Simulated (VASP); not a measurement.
Calculation: PBEsol GGA, VASP's PBE PAW potentials (set 64) (plane waves; VASP).

The input files of a VASP run:

INCAR:
```
SYSTEM = Cs
PREC = Accurate
ENCUT = 480
EDIFF = 1E-6
NELM = 100
ALGO = Normal
LREAL = .FALSE.
LASPH = .TRUE.
ISMEAR = 1
SIGMA = 0.1
GGA = PS
LMAXMIX = 4
LWAVE = .FALSE.
LCHARG = .FALSE.
IBRION = 2
ISIF = 3
NSW = 60
EDIFFG = -0.01
```

File KPOINTS:
```
Automatic mesh
0
Gamma
8 8 8
0 0 0
```

POSCAR:
```
Cs
1
   -3.0021483552     3.0021483552     3.0021483552
    3.0021483552    -3.0021483552     3.0021483552
    3.0021483552     3.0021483552    -3.0021483552
Cs
1
Direct
  0.0000000000   1.0000000000   0.0000000000
```

POTCAR, in this order: Cs_sv (PBE.64 set). Program: vasp_std.

Output of the run:

### OSZICAR
```
       N       E                     dE             d eps       ncg     rms          rms(c)
DAV:   1     0.537824803244E+02    0.53782E+02   -0.29862E+03   464   0.747E+02
DAV:   2     0.340611184416E+01   -0.50376E+02   -0.48689E+02   624   0.122E+02
DAV:   3    -0.887541870354E+00   -0.42937E+01   -0.42933E+01   504   0.447E+01
DAV:   4    -0.936172573652E+00   -0.48631E-01   -0.48631E-01   808   0.566E+00
DAV:   5    -0.936271024351E+00   -0.98451E-04   -0.98449E-04   592   0.163E-01    0.130E-01
DAV:   6    -0.935952132865E+00    0.31889E-03   -0.12432E-03   776   0.206E-01    0.898E-02
DAV:   7    -0.936132135919E+00   -0.18000E-03   -0.31305E-03   624   0.348E-01    0.337E-02
DAV:   8    -0.936190063793E+00   -0.57928E-04   -0.10069E-04   584   0.868E-02    0.528E-03
DAV:   9    -0.936191310599E+00   -0.12468E-05   -0.24021E-06   808   0.101E-02    0.277E-03
DAV:  10    -0.936190895019E+00    0.41558E-06   -0.61082E-07   504   0.496E-03
   1 F= -.93619090E+00 E0= -.93520358E+00  d E =-.936191E+00
```

File OUTCAR:
```
------------------------ aborting loop because EDIFF is reached ----------------------------------------
  FORCE on cell =-STRESS in cart. coord.  units (eV):
  Direction    XX          YY          ZZ          XY          YZ          ZX
  --------------------------------------------------------------------------------------
  Total        0.0021312      0.0021312      0.0021312     -0.0000000      0.0000000     -0.0000000
  in kB        0.0315484      0.0315484      0.0315484     -0.0000000      0.0000000     -0.0000000
  external PRESSURE =       0.0315484 kB  Pullay stress =       0.0000000 kB
  volume of cell :      108.23
      direct lattice vectors                 reciprocal lattice vectors
    -3.002148355  3.002148355  3.002148355     0.000000000  0.166547399  0.166547399
     3.002148355 -3.002148355  3.002148355     0.166547399  0.000000000  0.166547399
     3.002148355  3.002148355 -3.002148355     0.166547399  0.166547399  0.000000000
 POSITION                                       TOTAL-FORCE (eV/Angst)
 -----------------------------------------------------------------------------------
      0.00000      0.00000      0.00000        -0.000000     -0.000000      0.000000
 -----------------------------------------------------------------------------------
    total drift:                                0.000000      0.000000     -0.000000
  FREE ENERGIE OF THE ION-ELECTRON SYSTEM (eV)
  ---------------------------------------------------
  free  energy   TOTEN  =        -0.9361908950 eV

  energy  without entropy=       -0.9332289490  energy(sigma->0) =       -0.93520358

 reached required accuracy - stopping structural energy minimisation
```
(Selected blocks of OUTCAR.)

### OUTCAR
```
 val. band max:        0.5311656619   @ k =   0.5000   0.0000   0.0000

 cond. band min:       0.5434731635   @ k =   0.3750   0.1250   0.0000


 Fermi energy:         0.5348016287

 k-point     1 :       0.0000    0.0000    0.0000
  band No.  band energies     occupation
      1     -23.2858      2.00000
      2      -9.9952      2.00000
      3      -9.9952      2.00000
      4      -9.9952      2.00000
      5      -1.2218      2.00000
      6       3.0589      0.00000
      7       3.0589      0.00000
      8       3.0589      0.00000

 k-point     2 :       0.1250    0.0000    0.0000
  band No.  band energies     occupation
      1     -23.2845      2.00000
      2     -10.0211      2.00000
      3     -10.0035      2.00000
      4      -9.9953      2.00000
      5      -1.0392      2.00000
      6       2.8677      0.00000
      7       2.8716      0.00000
      8       3.2445      0.00000

 k-point     3 :       0.2500    0.0000    0.0000
  band No.  band energies     occupation
      1     -23.2813      2.00000
      2     -10.0823      2.00000
      3     -10.0234      2.00000
      4      -9.9954      2.00000
      5      -0.5375      2.00000
      6       2.2768     -0.00000
      7       2.5248     -0.00000
      8       3.7898      0.00000

 k-point     4 :       0.3750    0.0000    0.0000
  band No.  band energies     occupation
      1     -23.2782      2.00000
      2     -10.1414      2.00000
      3     -10.0430      2.00000
      4      -9.9956      2.00000
      5       0.1261      2.00000
      6       1.7363     -0.00000
      7       2.2591     -0.00000
      8       3.9151      0.00000

 k-point     5 :       0.5000    0.0000    0.0000
  band No.  band energies     occupation
      1     -23.2769      2.00000
      2     -10.1653      2.00000
      3     -10.0511      2.00000
      4      -9.9957      2.00000
      5       0.5312      1.06150
      6       1.4666     -0.00000
      7       2.1637     -0.00000
...
```

Unless said otherwise, spin-orbit coupling is left out, though it shifts the bands of the heavy elements here.

The compound is Cs in the bcc structure. It was relaxed first. The start is the result of an earlier pass.
